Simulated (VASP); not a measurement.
# A VASP study of IrCl2 (BLYP + D3(BJ)): structure first, properties next, part 3 of 4

Wanted: the relaxed cell of IrCl2 and its properties. The cell is invented: other elements were put on sites of a known structure type. It may not be a known or stable phase.

VASP 6.6.1, plane waves and PAW; the level of theory is named at each step.

Still holding for the runs below: This run has no spin polarisation, although Ir can carry a moment. Its electron count is odd, so without a moment it is a metal by construction.

So far. Step 3 (Full relaxation (BLYP + D3(BJ))): It ends with a largest force of 0.004 eV/Å and a pressure of -0.03 GPa. Step 4 (Density, ELF and potential (BLYP + D3(BJ))): In this run the pressure is -0.04 GPa, small enough to go on; single stress components reach 0.06 GPa. The relaxed cell has a = 3.799, c = 4.716 Å (conventional setting).

## (5) Band structure (BLYP + D3(BJ))

Level of this step: BLYP with D3(BJ), no spin polarisation; plane waves and PAW (Ir, Cl); invented cell (VASP).

The mesh alone shows little of the dispersion and can miss band extrema, so KPOINTS_OPT adds a path through the symmetry points after the self-consistent cycle.

Contents of INCAR:

```
SYSTEM = IrCl2
PREC = Accurate
ENCUT = 400
EDIFF = 1E-06
NELM = 100
ISMEAR = 0
SIGMA = 0.05
LREAL = .FALSE.
ALGO = Normal
GGA = B5
ALDAX = 1
AGGAX = 1
AGGAC = 1
ALDAC = 0
IVDW = 12
VDW_S6 = 1
VDW_S8 = 2.6996
VDW_A1 = 0.4298
VDW_A2 = 4.2359
NBANDS = 24
LORBIT = 11
LWAVE = .FALSE.
LCHARG = .FALSE.
```

Contents of POSCAR:

```
IrCl2
1.0
    3.7985679874      0.0000000000      0.0000000000
   -1.8992839937      3.2896563667      0.0000000000
    0.0000000000      0.0000000000      4.7160922390
Ir Cl
1 2
Direct
    0.0000000000      0.0000000000      0.0000000000
    0.3333333300      0.6666666700      0.2477115037
    0.6666666700      0.3333333300      0.7522884963
```

Contents of KPOINTS:

```
Automatic mesh
0
Gamma
7 7 5
0 0 0
```

Contents of KPOINTS_OPT:

```
Line mode
16
Line-mode
Reciprocal
  0.00000000   0.00000000   0.00000000 GAMMA
  0.50000000   0.00000000   0.00000000 M

  0.50000000   0.00000000   0.00000000 M
  0.33333333   0.33333333   0.00000000 K

  0.33333333   0.33333333   0.00000000 K
  0.00000000   0.00000000   0.00000000 GAMMA

  0.00000000   0.00000000   0.00000000 GAMMA
  0.00000000   0.00000000   0.50000000 A

  0.00000000   0.00000000   0.50000000 A
  0.50000000   0.00000000   0.50000000 L

  0.50000000   0.00000000   0.50000000 L
  0.33333333   0.33333333   0.50000000 H

  0.33333333   0.33333333   0.50000000 H
  0.00000000   0.00000000   0.50000000 A

  0.50000000   0.00000000   0.50000000 L
  0.50000000   0.00000000   0.00000000 M

  0.33333333   0.33333333   0.00000000 K
  0.33333333   0.33333333   0.50000000 H
```

Potentials, in the order of the species: Ir and Cl (PBE family, release 64).

Launch:

```console
$ mpirun -np 1 vasp_std
```

Log:

```text
[... set-up lines as in an earlier step ...]
 entering main loop
       N       E                     dE             d eps       ncg     rms          rms(c)
DAV:   1     0.145335090619E+03    0.14534E+03   -0.84945E+03  1544   0.682E+02
DAV:   2    -0.130641765621E+01   -0.14664E+03   -0.13504E+03  1784   0.192E+02
DAV:   3    -0.103941233232E+02   -0.90877E+01   -0.89963E+01  1952   0.545E+01
DAV:   4    -0.105277618228E+02   -0.13364E+00   -0.13356E+00  1864   0.731E+00
DAV:   5    -0.105309759855E+02   -0.32142E-02   -0.32138E-02  2040   0.113E+00    0.156E+01
DAV:   6    -0.102368867514E+02    0.29409E+00   -0.71643E-01  2240   0.886E+00    0.951E+00
DAV:   7    -0.102351786580E+02    0.17081E-02   -0.15084E-01  2304   0.433E+00    0.419E+00
DAV:   8    -0.102298662787E+02    0.53124E-02   -0.29358E-02  2208   0.178E+00    0.312E-01
DAV:   9    -0.102301506629E+02   -0.28438E-03   -0.35810E-03  1984   0.345E-01    0.139E-01
DAV:  10    -0.102301641036E+02   -0.13441E-04   -0.30008E-04  2136   0.106E-01    0.760E-02
DAV:  11    -0.102301528160E+02    0.11288E-04   -0.26170E-05  1888   0.367E-02    0.335E-02
DAV:  12    -0.102301551974E+02   -0.23815E-05   -0.76749E-06  1968   0.165E-02    0.754E-03
DAV:  13    -0.102301551005E+02    0.96891E-07   -0.36445E-07  1360   0.495E-03
   1 F= -.12317726E+02 E0= -.12315203E+02  d E =-.504514E-02
 Start KPOINTS_OPT (optional k-point list driver)
k-point batch [1-32\144]
       N       E                     dE             ncg
DAV:   1     0.441432103920E+04   -0.11621E+05     1544
DAV:   2    -0.163542011869E+03   -0.45779E+04     1808
DAV:   3    -0.438413415886E+03   -0.27487E+03     2000
DAV:   4    -0.442077929091E+03   -0.36645E+01     1848
DAV:   5    -0.442164904413E+03   -0.86975E-01     2048
DAV:   6    -0.442167619998E+03   -0.27156E-02     1928
DAV:   7    -0.442167702920E+03   -0.82922E-04     2080
DAV:   8    -0.442167705481E+03   -0.25617E-05     1408
DAV:   9    -0.442167705789E+03   -0.30773E-06     1480
[...]
k-point batch [129-144\144]
       N       E                     dE             ncg
DAV:   1     0.139550761267E+05   -0.95625E+04      784
DAV:   2     0.116526810999E+05   -0.23024E+04      912
DAV:   3     0.115124066941E+05   -0.14027E+03      952
DAV:   4     0.115104536390E+05   -0.19531E+01      944
DAV:   5     0.115104034938E+05   -0.50145E-01     1008
DAV:   6     0.115104019001E+05   -0.15937E-02     1000
DAV:   7     0.115104018540E+05   -0.46145E-04     1024
DAV:   8     0.115104018525E+05   -0.15227E-05      744
DAV:   9     0.115104018523E+05   -0.15256E-06      720
```

Elapsed: 4.2 min, on 1 MPI rank of AMD EPYC 7R43, shared host; peak memory 0.17 GiB.

From OUTCAR (step 5):

```text
   k-points           NKPTS =     32   k-points in BZ     NKDIM =     32   number of bands    NBANDS=     24

   NELECT =      23.0000    total number of electrons

 E-fermi :   6.3005

 k-point     1 :       0.0000    0.0000    0.0000
  band No.  band energies     occupation
    ...
      7       1.8874      2.00000
      8       2.9990      2.00000
      9       3.7303      2.00000
     10       3.7303      2.00000
     11       4.7063      2.00000
     12       6.6200      0.00000
     13       6.6200      0.00000
     14       8.2823      0.00000
     15       9.8157      0.00000
     16      13.3754      0.00000
    ...

 Edisp (eV)   -2.08757

  Total      -0.01132    -0.01132    -0.02250     0.00000     0.00000     0.00000
  in kB      -0.30785    -0.30785    -0.61179     0.00000     0.00000     0.00000
  external pressure =       -0.41 kB  Pullay stress =        0.00 kB

 POSITION                                       TOTAL-FORCE (eV/Angst)
 -----------------------------------------------------------------------------------
      0.00000      0.00000      0.00000        -0.000000      0.000000      0.000000
     -0.00000      2.19310      1.16823         0.000000     -0.000000      0.005093
      1.89928      1.09655      3.54786        -0.000000      0.000000     -0.005093
 -----------------------------------------------------------------------------------
    total drift:                                0.000000      0.000000     -0.000000

  FREE ENERGIE OF THE ION-ELECTRON SYSTEM (eV)
  ---------------------------------------------------
  free  energy   TOTEN  =       -12.3177255373 eV

  energy  without entropy=      -12.3126803983  energy(sigma->0) =      -12.31520297

[... 9 parts as in an earlier step ...]

[... 7 further parts left out ...]
```

Spin-orbit coupling is off here; it can split and shift levels that hold much weight on Ir by tenths of an eV or more.

Numbers from this step:

```yaml
bands: 24
pressure: -0.04092 GPa
```

Electronic bands along the path, in eV, zero at the Fermi level; # counts the bands kept in this run, so #1 is VASP's band 3:

```
          point     #6     #7     #8     #9    #10    #11   #12   #13
              Γ  -3.30  -2.57  -2.57  -1.59   0.32   0.32  1.98  3.52
0.47 of the way  -4.04  -2.39  -2.08  -1.50   0.15   0.33  3.41  5.05
              M  -5.53  -2.48  -2.11  -2.06   0.09   0.74  3.99  5.50
0.53 of the way  -5.07  -2.31  -2.00  -1.92  -0.09   0.22  3.79  6.49
              K  -4.82  -2.44  -1.81  -1.81  -0.15  -0.15  3.67  7.24
0.47 of the way  -4.36  -2.28  -1.83  -1.70  -0.04   0.30  3.78  5.99
              Γ  -3.30  -2.57  -2.57  -1.59   0.32   0.32  1.98  3.52
0.47 of the way  -4.05  -2.61  -2.61  -1.59   0.55   0.55  2.71  3.92
              A  -4.76  -2.65  -2.65  -1.58   0.86   0.86  3.83  4.25
0.47 of the way  -4.38  -2.35  -2.07  -1.43  -0.20   0.32  3.46  4.95
              L  -4.12  -2.23  -2.10  -1.98   0.18   0.24  3.60  4.39
0.53 of the way  -4.64  -2.07  -1.91  -1.85   0.29   0.31  3.97  5.13
              H  -5.15  -2.09  -1.74  -1.74   0.39   0.39  4.37  5.96
0.53 of the way  -4.19  -2.24  -2.00  -1.55  -0.36   0.33  3.63  5.12
              A  -4.76  -2.65  -2.65  -1.58   0.86   0.86  3.83  4.25
      jump to L  -4.12  -2.23  -2.10  -1.98   0.18   0.24  3.60  4.39
0.47 of the way  -4.54  -2.35  -2.08  -2.04   0.17   0.45  3.65  4.93
              M  -5.53  -2.48  -2.11  -2.06   0.09   0.74  3.99  5.50
      jump to K  -4.82  -2.44  -1.81  -1.81  -0.15  -0.15  3.67  7.24
0.47 of the way  -5.25  -2.27  -1.78  -1.78   0.08   0.08  3.97  6.59
              H  -5.15  -2.09  -1.74  -1.74   0.39   0.39  4.37  5.96
```

Of the projections kept (Ir, Cl), the largest for each band there, as a share of the weight inside these atoms' spheres; weight between the spheres isn't counted:

```
point       #6       #7       #8       #9      #10      #11      #12      #13
    Γ  Cl 1.00  Ir 1.00  Ir 1.00  Ir 0.91  Ir 0.69  Ir 0.69  Ir 0.59  Ir 0.83
    M  Cl 0.95  Ir 0.90  Ir 0.99  Ir 1.00  Ir 0.77  Ir 0.65  Ir 0.66  Ir 0.57
    K  Cl 0.90  Ir 1.00  Ir 0.88  Ir 0.88  Ir 0.81  Ir 0.81  Ir 0.67  Ir 0.82
    Γ  Cl 1.00  Ir 1.00  Ir 1.00  Ir 0.91  Ir 0.69  Ir 0.69  Ir 0.59  Ir 0.83
    A  Cl 0.95  Ir 1.00  Ir 1.00  Ir 0.92  Ir 0.65  Ir 0.65  Ir 0.54  Ir 0.60
    L  Cl 0.95  Ir 0.93  Ir 1.00  Ir 1.00  Ir 0.74  Ir 0.73  Ir 0.65  Ir 0.58
```

There is no gap at this level.

## (6) Density of states (BLYP + D3(BJ))

A density of states needs more k-points than a total energy, and tetrahedra (ISMEAR = -5) or a smearing that fits the mesh; LORBIT projects the states on the PAW spheres. The mesh is finer than in the run before.

INCAR: that of step 5 with these lines changed.

```diff
@@ -5,3 +5,3 @@
 NELM = 100
-ISMEAR = 0
+ISMEAR = -5
 SIGMA = 0.05
@@ -23 +23,2 @@
 LCHARG = .FALSE.
+NEDOS = 2001
```

POSCAR is that of step 5.

Contents of KPOINTS:

```
Automatic mesh
0
Gamma
10 10 7
0 0 0
```

Launch:

```console
$ mpirun -np 1 vasp_std
```

Log:

```text
[... set-up lines as in an earlier step ...]
 entering main loop
       N       E                     dE             d eps       ncg     rms          rms(c)
DAV:   1     0.149327988414E+03    0.14933E+03   -0.84162E+03  3864   0.680E+02
DAV:   2    -0.880653547875E+00   -0.15021E+03   -0.13819E+03  4384   0.197E+02
DAV:   3    -0.103891397824E+02   -0.95085E+01   -0.94069E+01  4952   0.554E+01
DAV:   4    -0.105271315010E+02   -0.13799E+00   -0.13794E+00  4672   0.747E+00
DAV:   5    -0.105303674964E+02   -0.32360E-02   -0.32357E-02  5184   0.112E+00    0.156E+01
DAV:   6    -0.102315787907E+02    0.29879E+00   -0.73868E-01  5632   0.892E+00    0.946E+00
DAV:   7    -0.102318284613E+02   -0.24967E-03   -0.15227E-01  5704   0.433E+00    0.416E+00
DAV:   8    -0.102262767842E+02    0.55517E-02   -0.29401E-02  5584   0.180E+00    0.331E-01
DAV:   9    -0.102266036201E+02   -0.32684E-03   -0.36095E-03  4880   0.343E-01    0.145E-01
DAV:  10    -0.102266122791E+02   -0.86590E-05   -0.26309E-04  5592   0.101E-01    0.787E-02
DAV:  11    -0.102266091977E+02    0.30814E-05   -0.20781E-05  4816   0.321E-02    0.312E-02
DAV:  12    -0.102266115428E+02   -0.23451E-05   -0.68260E-06  4944   0.163E-02    0.535E-03
DAV:  13    -0.102266109302E+02    0.61256E-06   -0.30271E-07  3328   0.404E-03
   1 F= -.12314181E+02 E0= -.12314181E+02  d E =0.000000E+00
 -----------------------------------------------------------------------------
|                                                                             |
|           W    W    AA    RRRRR   N    N  II  N    N   GGGG   !!!           |
|           W    W   A  A   R    R  NN   N  II  NN   N  G    G  !!!           |
|           W    W  A    A  R    R  N N  N  II  N N  N  G       !!!           |
|           W WW W  AAAAAA  RRRRR   N  N N  II  N  N N  G  GGG   !            |
|           WW  WW  A    A  R   R   N   NN  II  N   NN  G    G                |
|           W    W  A    A  R    R  N    N  II  N    N   GGGG   !!!           |
|                                                                             |
|     Tetrahedron method does not include variations of the Fermi             |
|     occupations, so forces and stress will be inaccurate. We suggest        |
|     using a different smearing scheme ISMEAR = 1 or 2 for metals in         |
|     relaxations.                                                            |
|                                                                             |
 -----------------------------------------------------------------------------
```

The job ended after 3.1 min (1 MPI rank; peak memory 0.18 GiB).

Parts of OUTCAR (step 6):

```text
   k-points           NKPTS =     80   k-points in BZ     NKDIM =     80   number of bands    NBANDS=     24

   NELECT =      23.0000    total number of electrons

 E-fermi :   6.3063

 k-point     1 :       0.0000    0.0000    0.0000
  band No.  band energies     occupation
    ...
      7       1.8867      2.00000
      8       2.9944      2.00000
      9       3.7194      2.00000
     10       3.7194      2.00000
     11       4.6930      2.00000
     12       6.6159      0.00000
     13       6.6159      0.00000
     14       8.2765      0.00000
     15       9.8138      0.00000
     16      13.3745      0.00000
    ...

 Edisp (eV)   -2.08757

  Total      -0.18703    -0.18703     0.13599     0.00000     0.00000    -0.00000
  in kB      -5.08476    -5.08476     3.69711     0.00000     0.00000    -0.00000
  external pressure =       -2.16 kB  Pullay stress =        0.00 kB

 POSITION                                       TOTAL-FORCE (eV/Angst)
 -----------------------------------------------------------------------------------
      0.00000      0.00000      0.00000        -0.000000      0.000000      0.000000
     -0.00000      2.19310      1.16823        -0.000000      0.000000      0.051161
      1.89928      1.09655      3.54786         0.000000      0.000000     -0.051161
 -----------------------------------------------------------------------------------
    total drift:                                0.000000      0.000000     -0.000000

  FREE ENERGIE OF THE ION-ELECTRON SYSTEM (eV)
  ---------------------------------------------------
  free  energy   TOTEN  =       -12.3141813670 eV

  energy  without entropy=      -12.3141813670  energy(sigma->0) =      -12.31418137

[... 6 parts as in an earlier step ...]

[... 10 further parts left out ...]
```

The DOS at the Fermi level is high for the number of transition-metal atoms. It is one value on this mesh and may be a narrow spike; if it stands, a magnetic instability is possible, which a run without spin can't show. With tetrahedra the forces and stress of a metal are not exact derivatives of the energy.

Numbers from this step:

- irreducible k-points: 80
- free energy (TOTEN): -12.31 eV
- Fermi energy: 6.306 eV
- pressure: -0.2157 GPa
- DOS at the Fermi level, one point of the energy grid: 4.852 states/eV/cell

The density of states has structure finer than the step of the table below, so its rows give means over 0.5 eV, whole bins alone (the curve runs from -12.0 to 7.89 eV). Peaks (eV: height): total -6.69: 7.12, -2.31: 8.06, -2.01: 11.5, -1.78: 7.17; Ir d -2.31: 6.21, -2.01: 9.62, -1.78: 5.53, 0.33: 3.99; Cl p -7.00: 2.31, -6.69: 3.43, -5.63: 2.55, -5.18: 2.58; Ir s -7.83: 0.469, -2.31: 0.201, 3.81: 1.63; Cl s -6.77: 0.059, -0.12: 0.156, 3.58: 0.115, 4.94: 0.0667.

States under -12.0 eV and over 7.9 eV are left out. Table of density of states by energy, zero at the Fermi level; means over each step; values in states/eV/cell:

```
energy (eV)    total     Ir d     Cl p     Ir s     Cl s     Ir p
       -9.0        0        0        0        0        0        0
       -8.5   0.0111   8.7e-4  0.00476  0.00155   6.0e-5   2.0e-5
       -8.0     1.58   0.0986    0.693    0.235   0.0135  0.00701
       -7.5     2.88    0.322     1.32    0.210   0.0304   0.0464
       -7.0     4.11    0.797     1.94   0.0862   0.0326   0.0951
       -6.5     3.40    0.681     1.66   0.0567   0.0182   0.0855
       -6.0     2.31    0.263     1.25   0.0224   0.0117   0.0943
       -5.5     3.74    0.563     2.04   0.0251   0.0245    0.117
       -5.0     2.95    0.334     1.74   0.0133   0.0160   0.0919
       -4.5     1.93    0.116     1.25  0.00484  0.00769   0.0519
       -4.0    0.967   0.0533    0.648  0.00168  0.00361   0.0163
       -3.5    0.110  0.00473   0.0774   6.2e-5   3.9e-4   4.8e-4
       -3.0   5.6e-5   4.6e-5        0        0        0        0
       -2.5     3.03     2.35    0.149   0.0681   0.0110  0.00618
       -2.0     6.95     5.69    0.415   0.0497  0.00579   0.0443
       -1.5     2.02     1.52    0.209   0.0393  0.00646   0.0208
       -1.0        0        0        0        0        0        0
       -0.5    0.193    0.129   0.0259   1.4e-4  0.00792  0.00146
        0.0     4.76     3.04    0.922  0.00575    0.121   0.0208
        0.5     3.02     1.80    0.789  0.00352   0.0205  0.00889
        1.0   0.0181   0.0105  0.00534   7.4e-6   3.0e-5   5.6e-5
        1.5        0        0        0        0        0        0
        2.0  0.00840   7.8e-4   8.6e-4  0.00218  0.00144   2.8e-6
        2.5   0.0915  0.00774   0.0128   0.0249   0.0139   2.9e-4
        3.0    0.311   0.0199   0.0566   0.0982   0.0335  0.00187
        3.5     1.77   0.0800    0.359    0.656   0.0876   0.0126
        4.0     1.91   0.0693    0.419    0.719   0.0349   0.0263
        4.5    0.423  0.00792   0.0317  0.00687   0.0158   0.0698
        5.0     1.37   0.0301    0.101   0.0104   0.0552    0.225
        5.5     1.20   0.0273   0.0854  0.00585   0.0538    0.183
        6.0    0.648   0.0190   0.0582  0.00375   0.0265   0.0889
        6.5     1.07   0.0313   0.0864   0.0122   0.0282    0.179
        7.0     1.48   0.0551    0.130  0.00774   0.0325    0.214
        7.5     1.94   0.0867    0.154  0.00874   0.0297    0.238
```

Force by atom:

```
atom  x (eV/Å)  y (eV/Å)  z (eV/Å)    size
 Ir1    0.0000    0.0000    0.0000  0.0000
 Cl2    0.0000    0.0000    0.0512  0.0512
 Cl3    0.0000    0.0000   -0.0512  0.0512
```

The finer mesh and the other smearing move the Fermi level by +0.01 eV from the 7×7×5 run, a small shift, which tests the Fermi level alone. Of the states within 0.3 eV of the Fermi level, the largest shares in the PAW spheres are Ir d 64 % and Cl p 20 %. The rest lies in smaller channels or between the spheres.

[end of part 3 of 4]

[Lines on the potential files, build, host, timing and source positions are cut from VASP's logs without a mark.]

[Logs are printed without paths, hosts, clocks, repeated set-up lines and the standing remarks that a program may print on its own settings, such as how far it seeks lower states.]

[Hosts, paths, dates, database ids (printed as entryN), source tags and the programs' standing remarks are cut or masked in the printed files.]

[A measured line is paired with the nearest computed mode of its activity, which favours agreement.]

[In band tables of VASP the shares of atoms and orbitals are scaled to a sum of 1 inside the atoms' spheres.]
